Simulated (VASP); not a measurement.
Here is a VASP 6.6.1 calculation.

The input INCAR:

```
SYSTEM = Ir3Pt5
PREC = Accurate
ENCUT = 520
EDIFF = 1E-7
ISMEAR = 1
SIGMA = 0.15
LREAL = .False.
LASPH = .True.
NELM = 100
ALGO = Fast
ISIF = 2
LWAVE = .False.
LCHARG = .False.
GGA = PE
NBANDS = 48
```

KPOINTS

```
Automatic mesh
0
Gamma
  3 3 4
  0 0 0
```

POSCAR

```
Ir3Pt5
1.0
    3.8386770000      3.3818150000      0.0350080000
    4.0850240000     -3.6477310000     -0.0743910000
    0.0193610000     -0.0580520000     -3.9877460000
Ir Pt
3 5
Direct
    0.2555816984      0.2564299348      0.4943946592
    0.7498165743      0.7523827047      0.5047237404
    0.0051805022     -0.0017930251      0.9953140807
    0.5027538329      1.0036621525      1.0137619033
   -0.0038109596      0.4982904038     -0.0107543799
    0.4988783295      0.4992366398      0.9830884464
    0.2369766968      0.7573105029      0.5136834178
    0.7609686509      0.2256653936      0.4913792193
```

Potentials or basis: VASP PAW PBE potentials, release 64 (Ir, Pt).

Launch:

```console
$ cat potpaw_PBE.64/Ir/POTCAR potpaw_PBE.64/Pt/POTCAR > POTCAR
$ mpirun -np 1 vasp_std > vasp.out
```

Problem. Predict the pressure.

Solution. 39.0 GPa.

Problem. What does it give for the band gap on the k mesh?

Solution. None (metal or under the smearing width).

Stress tensor (GPa, compression positive):
```
35.14 20.41  0.69
20.41 55.09 -7.61
 0.69 -7.61 26.82
```

Caveat: the k mesh is coarse (spacing up to 0.41 Å⁻¹), so the values aren't converged; a pressure of tens of GPa on the cell as given is suspect, and the run, the potentials or the cell itself is likely at fault; forces of over 1 eV/Å show positions far from the minimum, so gaps and moduli don't describe the material at rest. The run has no spin-orbit coupling, so splittings on Ir, Pt are missing.
